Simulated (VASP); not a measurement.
```
CELL_PARAMETERS angstrom
     -0.00175     4.48512     4.47770
      4.48512    -0.00175     4.47770
      2.24168     2.24168     0.00000
ATOMIC_POSITIONS crystal
  Sc 0.00000 0.00000 0.00000
  N  0.25060 0.25060 0.49879
  N  0.25225 0.74775 0.50000
  N  0.74775 0.25225 0.50000
  N  0.74940 0.74940 0.50121
  Hf 0.00000 0.50000 0.00000
  Hf 0.50000 0.00000 0.00000
  Hf 0.50000 0.50000 0.00000
```

Calculation: PBEsol GGA, VASP's PBE PAW potentials (set 64) (plane waves; VASP). Numerical set-up: 520 eV cut-off, 7×7×13 Γ-centred mesh, tetrahedra with Blöchl corrections, potentials Sc_sv N Hf_pv.

The cores are frozen, which limits the accuracy of field gradients.

Task: Give the principal components of the electric field gradient (V/Å²) and the asymmetry η at each nucleus.

Result: 
```csv
atom,Vxx,Vyy,Vzz,η
Sc1,0.5,0.2,-0.8,0.37
N2,0.4,0.4,-0.7,0.01
N3,0.7,0.3,-1.0,0.32
N4,0.7,0.3,-1.0,0.32
N5,0.4,0.4,-0.7,0.01
Hf6,7.3,6.6,-13.9,0.05
Hf7,7.3,6.6,-13.9,0.05
Hf8,-2.4,-2.1,4.6,0.07
```

The structure was generated: Hf3ScN4 was put into an ordered model structure (Cmmm), which need not be its known phase. It was relaxed first.
